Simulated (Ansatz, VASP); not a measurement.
## Ru (Ru strained to the junction's net): VASP beside Ansatz

Wanted: the spread between two codes on one cell, functional and k mesh. The structure shown is the end of the Ansatz relaxation below.

Program: Ansatz 0.2.0. Level of theory: plane waves, with VASP 6.6.1 beside it; single point at PBE. Results are calculated unless marked as measured.

## (1) The structure

The structure is hexagonal, space group P6_3/mmc (No. 194). Conventional cell: a = 2.660 Å, b = 2.660 Å, c = 4.350 Å, α = 90.00°, β = 90.00°, γ = 120.00°. Nearest to Ru lie 12 Ru at 2.66 Å.

## (2) Ansatz: relaxation, PBE

Ansatz runs on its default PAW (the set named soft_2) files.

This run makes the geometry at which the two programs are then compared.

input.yaml reads:

```yaml
crystal:
  lattice:
    - [2.66, 0.0, 0.0]
    - [-1.33, 2.3036275741, 0.0]
    - [0.0, 0.0, 4.3562426471]
  atoms:
    - { symbol: Ru, position: [0.0, 0.0, 0.0] }
    - { symbol: Ru, position: [0.3333333333, 0.6666666667, 0.5] }
kpoints:
  mp_grid: { grid: [18, 18, 7] }
scf:
  occupations: { method: fermi_dirac, width: 0.1 }
  max_iter: 150
hamiltonian:
  xc: pbe
relax:
  f_tol: 0.01
  max_steps: 40
  cell: { fix: [a, b, angles] }
```

Command:

```bash
ansatz run input.yaml --threads 4 --pin off --max-ram 12288MiB --backend cpu --events-out ev --progress --plain --runs-dir out
```

Numbers of over 12 decimals in the logs are rounded to 6 here.

Output:

```text
Engine: ansatz 0.2.0, aarch64-unknown-linux-gnu
Pseudopotentials: kind: paw
Pseudopotential: Ru, paw, valence charge 16, recommended cutoff 420 eV (normal), Ru.paw.azcp
Functional definition: PBE
  parameter kappa = 0.804
  parameter beta = 0.066725
  exchange = pbe_x(kappa = kappa, mu = beta*pi^2/3)
  correlation = pbe_c(beta = beta)
Crystal: 2 atoms, lattice volume = 26.694 Å³
Basis set: ecut = 420 eV, 549 PW (Γ), exchange–correlation on 36×36×60 points (8 copies of the dense FFT grid, shifted against one another)
Bands: 20, of which v1, the nominal top of the filled ones, is band 16 counted from 1 (15 counted from 0)
Symmetry: 24 space group operations
Space group: P63/mmc (ITA 194), of the structure as read, at distance tolerance 3.0e-5 Å
k-points: 148 of 2268
Non-local potential: Ru, projectors of the file, l = 0: 3, l = 1: 2, l = 2: 2, l = 3: 1
PAW form: soft (Blöchl's): semilocal exchange-correlation on the pseudo side does not see the compensation charge
PAW one-centre angular grid: Ru, 590 points (default); XC on 64 Gauss nodes
Initial density: superposition of atomic densities (neutral atoms: chi_scale 0, normalization atom), corrected by the library's trained network
Initial wavefunctions: pseudopotential atomic-orbital guess
Functional: x = pbe(κ = 0.804, μ = 0.219515), c = pbe(β = 0.066725)
SCF iter   1: F=—  HF=-11757.339193 eV  |F-HF|=—  |Δ(HF+E_count)|=         —  Δρ=6.63e-3  dr2=2.23e-3  ethr=1.77e-3  ⟨swp⟩=5.0  Hψ=11441  notcnv=0
preconditioner: auto → none  [metal: Δε(μ)=0.008 eV  Ē_g=5.956 eV  σ=0.100 eV  W_gap=0.02  n_scr=8 (ndim 8)  ℏωp=28.7 eV  f_vac=0.000  D(μ)=1.55/eV (n_scr^D=22)  sad-step TF]
SCF iter   2: F=—  HF=-11757.341441 eV  |F-HF|=—  |Δ(HF+E_count)|=   2.25e-3  Δρ=3.86e-3  dr2=7.88e-4  ethr=6.98e-6  ⟨swp⟩=2.0  Hψ=6453  notcnv=0
SCF iter   3: F=—  HF=-11757.342423 eV  |F-HF|=—  |Δ(HF+E_count)|=   9.83e-4  Δρ=2.61e-4  dr2=3.67e-6  ethr=2.46e-6  ⟨swp⟩=2.1  Hψ=3963  notcnv=0
SCF iter   4: F=—  HF=-11757.342461 eV  |F-HF|=—  |Δ(HF+E_count)|=   3.74e-5  Δρ=1.00e-4  dr2=5.60e-7  ethr=1.15e-8  ⟨swp⟩=2.0  Hψ=5367  notcnv=0
iter 5 did not close the SCF: its close was put off for the readings that it lacked (scf_convergence_deferred on its scf_iter line)
SCF iter   5: F=-11757.342461 eV  HF=-11757.342461 eV  |F-HF|=6.80e-8  |Δ(HF+E_count)|=   5.46e-7  Δρ=2.21e-5  dr2=8.46e-8  ethr=1.75e-9  ⟨swp⟩=2.0  Hψ=5343  notcnv=0
SCF iter   6: F=-11757.342461 eV  HF=-11757.342461 eV  |F-HF|=1.27e-9  |Δ(HF+E_count)|=   2.34e-8  Δρ=2.97e-6  dr2=1.91e-9  ethr=2.64e-10  ⟨swp⟩=2.0  Hψ=10998  notcnv=0
SCF 1 converged in 6 iterations: F = -11757.342461 eV  dr2 = 1.91e-9
  greatest PAW one-centre occupation: 0.998 electrons in one spin orbital (limit 2), on the Ru atom at site 1 (counted from 0), in its partial waves of l = 0
relax step   1: F+E_penalty+E_count = -11757.34246114 eV  Δ(F+E_penalty+E_count) = +0.000e0 eV  max|allowed force component| = 3.469e-17 eV/Å  Δτ_max = 0.0000 Å  P = +10.585 GPa  Ω = 26.694 Å³  fix = [a, b, alpha, beta, gamma]  reactions: a +16.358, b +16.358 GPa  (6 SCF iters, dr2 threshold 1.00e-7 eV, accepted)
[...]
relax step   2: F+E_penalty+E_count = -11757.34253775 eV  Δ(F+E_penalty+E_count) = -7.661e-5 eV  max|allowed force component| = 1.550e-16 eV/Å  Δτ_max = 0.0000 Å  P = +11.498 GPa  Ω = 26.624 Å³  energy of the carried Pulay correction = +3.407e-5 eV  fix = [a, b, alpha, beta, gamma]  reactions: a +16.862, b +16.862 GPa  (6 SCF iters, dr2 threshold 2.00e-7 eV, accepted)
[...]
relax step   3: F+E_penalty+E_count = -11757.34259660 eV  Δ(F+E_penalty+E_count) = -5.885e-5 eV  max|allowed force component| = 1.480e-16 eV/Å  Δτ_max = 0.0000 Å  P = +11.089 GPa  Ω = 26.655 Å³  energy of the carried Pulay correction = +1.889e-5 eV  fix = [a, b, alpha, beta, gamma]  reactions: a +16.636, b +16.636 GPa  (6 SCF iters, dr2 threshold 2.00e-7 eV, accepted)
[...]
relax step   4: F+E_penalty+E_count = -11757.34257943 eV  Δ(F+E_penalty+E_count) = +1.716e-5 eV  max|allowed force component| = 1.503e-16 eV/Å  Δτ_max = 0.0000 Å  P = +11.090 GPa  Ω = 26.655 Å³  fix = [a, b, alpha, beta, gamma]  reactions: a +16.637, b +16.637 GPa  stress off target by 2.95e-3 GPa on what of the cell is left free  SCF on the basis re-selected at this cell (its energy is not comparable with the rows above)  (8 SCF iters)
basis re-selected at this cell: Δ(F+E_penalty+E_count) = +1.716e-5 eV, ΔP = +0.001 GPa vs the last step (what re-selecting the basis moved, of the pressure what is left beyond the Pulay correction that the steps carried, after the strain that the cell walked since its last selection, with what the two solves' SCF thresholds leave and, on support functions, any second-order correction that the steps lacked; it is no m [...]
SCF converged after 8 iterations
Free energy (F): -11757.342579 eV
Harris-Foulkes:  -11757.342579 eV  (|F-HF|=0.00e0)
Internal energy: -11757.290377 eV  (E = F + TS)
E sigma→0 (E₀):  -11757.316478 eV
Entropy (-TS):   -0.052203 eV (-26.101 meV/atom)
Fermi energy:    24.069916 eV
--- Per-component energies (eV) ---
  E_band       = -90.362370
  E_kinetic    = 1030.516810
  E_local      = -2475.795749  (includes V_loc(G=0)·N_el)
  E_nonlocal   = 686.127699
  E_hartree    = 795.931943
  E_xc         = -382.018768
  E_vxc        = -479.713778  (∫ρ·V_xc dr)
  E_paw        = -6921.510326  (= ΣΔE_a)
  E_vpaw       = -443.360836  (= ΣTr[D̂ρ^β])
  E_aug_tail   = -0.000401  (compensation charges beyond the density's cutoff)
  E_ewald      = -4490.541585
  E_smearing   = -0.052203  (= −TS)
  E_closure    = 0.000000  (closes the sum)
  Σ components = -11757.342579   (vs F -11757.342579, Δ=0.00e0)
--- Forces (eV/Å), atoms counted from 1 ---
  atom   1  Ru     0.00000000    -0.00000000    -0.00000000
  atom   2  Ru     0.00000000     0.00000000     0.00000000
  max |Σ_I F_I| component: 9.25e-18 eV/Å
--- Stress (GPa, compression-positive) ---
       16.637112      -0.000000      -0.000000
       -0.000000      16.637112      -0.000000
       -0.000000      -0.000000      -0.002950
  P = ⅓ Tr σ = 11.0904 GPa (110.904 kbar)
--- Band table (eV; the first three rows and the last of 148) ---
  k-point 0: bands = [... 12 lower, 21.4212, 22.0469, 22.0469, 22.8946, 22.8946, 24.9998, 25.2925, 25.2925]
  k-point 1: bands = [... 12 lower, 21.3389, 21.9392, 21.9392, 23.1414, 23.1414, 24.3065, 25.2821, 25.2821]
  k-point 2: bands = [... 12 lower, 21.2386, 21.6874, 21.6874, 22.8540, 23.7008, 23.7008, 25.1754, 25.1754]
  k-point 147: bands = [... 12 lower, 21.2687, 21.2687, 22.6699, 23.0197, 25.3727, 25.3727, 32.7300, 32.7300]
--- Relaxed structure (3 steps of the walk, 3 accepted, 1 SCFs on fresh bases) ---
  F+E_penalty+E_count = -11757.34257943 eV   max|allowed force component| = 1.503e-16 eV/Å   (the final SCF, on the basis selected at the relaxed cell)
  cell:  # Å, volume = 26.6549 Å³
    - [2.660000, 0, 0]
    - [-1.330000, 2.303628, 0]
    - [0, 0, 4.349936]
  atoms:
    - { symbol: Ru, position: [9.25185853962003e-18, -5.08852219630634e-17, 0] }
    - { symbol: Ru, position: [0.333333, 0.666667, 0.5] }
```

The column dr2 measures how far the density is from self-consistency, as an energy; F and HF (Harris–Foulkes) agree once it is small.

## (3) VASP: single point, PBE

The same cell, functional, mesh and smearing now go to VASP, with its own data sets.

Lines of VASP's logs that name or quote its potential files are left out, and so is its time.

INCAR reads:

```
SYSTEM = Ru
PREC = Accurate
ENCUT = 500
EDIFF = 1E-06
NELM = 120
ISMEAR = -1
SIGMA = 0.1
LREAL = .FALSE.
ALGO = Normal
GGA = PE
NBANDS = 20
LASPH = .TRUE.
LORBIT = 11
LWAVE = .FALSE.
LCHARG = .FALSE.
ISIF = 2
GGA_COMPAT = .FALSE.
```

POSCAR reads:

```
Ru
1.0
    2.6600000000      0.0000000000      0.0000000000
   -1.3300000000      2.3036275741      0.0000000000
    0.0000000000      0.0000000000      4.3499363820
Ru
2
Direct
    0.0000000000      0.0000000000      0.0000000000
    0.3333333333      0.6666666667      0.5000000000
```

KPOINTS reads:

```
Automatic mesh
0
Gamma
18 18 7
0 0 0
```

The projector-augmented-wave data sets are Ru_pv (PBE family, release 64).

Command:

```bash
mpirun -np 1 vasp_std
```

Output:

```text
[banner, memory and clock lines left out]
running    1 mpi-ranks, on    1 nodes
 distrk:  each k-point on    1 cores,    1 groups
 distr:  one band on    1 cores,    1 groups

 POSCAR found type information on POSCAR Ru
 POSCAR found :  1 types and       2 ions
 LDA part: xc-table for (Slater+PW92), standard interpolation
 POSCAR, INCAR and KPOINTS ok, starting setup
 FFT: planning ... GRIDC
 FFT: planning ... GRID_SOFT
 FFT: planning ... GRID
 WAVECAR not read
 entering main loop
       N       E                     dE             d eps       ncg     rms          rms(c)
DAV:   1     0.280152399361E+03    0.28015E+03   -0.16647E+04  5920   0.149E+03
DAV:   2    -0.136359681154E+02   -0.29379E+03   -0.28558E+03  6100   0.452E+02
DAV:   3    -0.197035494308E+02   -0.60676E+01   -0.60101E+01  6792   0.721E+01
DAV:   4    -0.197525852582E+02   -0.49036E-01   -0.48996E-01  7288   0.634E+00
DAV:   5    -0.197535847438E+02   -0.99949E-03   -0.99877E-03  6948   0.747E-01    0.186E+01
DAV:   6    -0.185232620937E+02    0.12303E+01   -0.27903E+00  6756   0.170E+01    0.529E+00
DAV:   7    -0.184409238198E+02    0.82338E-01   -0.45205E-01  6812   0.530E+00    0.114E+00
DAV:   8    -0.184342664225E+02    0.66574E-02   -0.24965E-02  6608   0.117E+00    0.280E-01
DAV:   9    -0.184339711878E+02    0.29523E-03   -0.13328E-03  6828   0.398E-01    0.371E-02
DAV:  10    -0.184339719777E+02   -0.78996E-06   -0.15359E-04  6612   0.128E-01    0.340E-02
DAV:  11    -0.184339651516E+02    0.68262E-05   -0.24765E-05  6780   0.481E-02    0.128E-03
DAV:  12    -0.184339651977E+02   -0.46102E-07   -0.16177E-07  4108   0.410E-03
   1 F= -.18433965E+02 E0= -.18407841E+02  d E =-.522485E-01
```

OUTCAR, selected parts (step 3):

```text
ion  position               nearest neighbor table
   1  0.000  0.000  0.000-   2 2.66   2 2.66   2 2.66   2 2.66   2 2.66   2 2.66
   2  0.333  0.667  0.500-   1 2.66   1 2.66   1 2.66   1 2.66   1 2.66   1 2.66

  LATTYP: Found a hexagonal cell.
 ALAT       =     2.6600000000
 C/A-ratio  =     1.6353144293

 Subroutine GETGRP returns: Found 24 space group operations
 (whereof 12 operations were pure point group operations)

The static configuration has the point symmetry D_3h.
 The point group associated with its full space group is D_6h.

 Found    148 irreducible k-points:

   k-points           NKPTS =    148   k-points in BZ     NKDIM =    148   number of bands    NBANDS=     20

   dimension x,y,z NGX =    20 NGY =   20 NGZ =   32
   dimension x,y,z NGXF=    40 NGYF=   40 NGZF=   64

   ENCUT  =  500.0 eV  36.75 Ry    6.06 a.u.   4.85  4.85  7.93*2*pi/ulx,y,z

   NELECT =      28.0000    total number of electrons

 k-points in reciprocal lattice and weights: Automatic mesh
   0.00000000  0.00000000  0.00000000       0.000
   0.05555556  0.00000000  0.00000000       0.003
   0.11111111  0.00000000  0.00000000       0.003
   0.16666667  0.00000000  0.00000000       0.003
   0.22222222  0.00000000  0.00000000       0.003
   0.27777778  0.00000000  0.00000000       0.003
   0.33333333  0.00000000  0.00000000       0.003
   0.38888889  0.00000000  0.00000000       0.003
   0.44444444  0.00000000  0.00000000       0.003
[...]
0.33333333  0.27777778  0.42857143       0.011
   0.33333333  0.33333333  0.42857143       0.002

 average (electrostatic) potential at core
       1 -66.8817       2 -66.8817

 E-fermi :  13.1891

 k-point     1 :       0.0000    0.0000    0.0000
  band No.  band energies     occupation
    ...
     11      10.5442      2.00000
     12      11.1693      2.00000
     13      11.1693      2.00000
     14      12.0155      1.99998
     15      12.0155      1.99998
     16      14.1213      0.00018
     17      14.4097      0.00001
     18      14.4097      0.00001
     19      23.2621      0.00000
     20      23.5945      0.00000

 k-point     2 :       0.0556    0.0000    0.0000
  band No.  band energies     occupation
    ...
     12      11.1095      2.00000
     13      11.2617      2.00000
     14      11.8837      2.00000
     15      11.9407      1.99999
     16      13.1274      1.29880
     17      14.4515      0.00001
     18      15.5610      0.00000
     19      23.2437      0.00000
     20      23.5910      0.00000

 k-point     3 :       0.1111    0.0000    0.0000
  band No.  band energies     occupation
    ...
     12      11.0627      2.00000
     13      11.3607      2.00000
     14      11.5340      2.00000
     15      11.7417      2.00000
     16      12.3703      1.99944
     17      14.5557      0.00000
     18      16.9271      0.00000
     19      23.1856      0.00000
     20      23.5886      0.00000

  Total        2.7591585      2.7591585     -0.0046789     -0.0000000      0.0000000      0.0000000
  in kB      165.8480727    165.8480727     -0.2812430     -0.0000000      0.0000000      0.0000000
  external PRESSURE =     110.4716342 kB  Pullay stress =       0.0000000 kB

  energy-cutoff  :      500.00
  volume of cell :       26.65
      direct lattice vectors                 reciprocal lattice vectors
     2.660000000  0.000000000  0.000000000     0.375939850  0.217048973  0.000000000
    -1.330000000  2.303627574  0.000000000     0.000000000  0.434097947  0.000000000
     0.000000000  0.000000000  4.349936382     0.000000000  0.000000000  0.229888420

 POSITION                                       TOTAL-FORCE (eV/Angst)
 -----------------------------------------------------------------------------------
      0.00000      0.00000      0.00000        -0.000000      0.000000      0.000000
     -0.00000      1.53575      2.17497         0.000000      0.000000      0.000000
 -----------------------------------------------------------------------------------
    total drift:                                0.000000     -0.000000     -0.000000

  FREE ENERGIE OF THE ION-ELECTRON SYSTEM (eV)
  ---------------------------------------------------
  free  energy   TOTEN  =       -18.4339651977 eV

  energy  without entropy=      -18.3817166654  energy(sigma->0) =      -18.40784093

 total charge
# of ion       s       p       d       tot
------------------------------------------
    1        0.413   6.323   5.972  12.709
    2        0.413   6.323   5.972  12.709
--------------------------------------------------
tot          0.827  12.647  11.944  25.418

[... 3 further parts left out ...]
```

The run ends at a pressure of 11.05 GPa.

## (4) Side by side

Known differences besides the potentials themselves: the data sets hold 32 valence electrons in Ansatz (on its default PAW (the set named soft_2) files) and 28 in VASP; the cutoff is 420 eV in Ansatz and 500 eV in VASP; Ansatz's pressure holds a Pulay correction, VASP's none. Total energies have different zeros and are not compared.

Compared:

| quantity | Ansatz | VASP | difference |
| --- | --- | --- | --- |
| pressure (GPa) | 11.09 | 11.05 | +0.04 |

## (5) Results

| Quantity | Value |
| --- | --- |
| difference in pressure (single point, PBE) | 0.043 GPa |

**Reading.** The difference in pressure is 0.043 GPa (single point, PBE), within the 1 GPa picked in this series as the mark of a large difference. The data sets hold unlike numbers of valence electrons (32 in Ansatz and 28 in VASP), so part of the differences comes from the potentials. How closely two codes agree says nothing of how well the functional describes the real material.

[Lines on the potential files, build, host, timing and source positions are cut from VASP's logs without a mark.]

[Logs are printed without paths, hosts, clocks, repeated set-up lines and the standing remarks that a program may print on its own settings, such as how far it seeks lower states.]

[Hosts, paths, dates, database ids (printed as entryN), source tags and the programs' standing remarks are cut or masked in the printed files.]
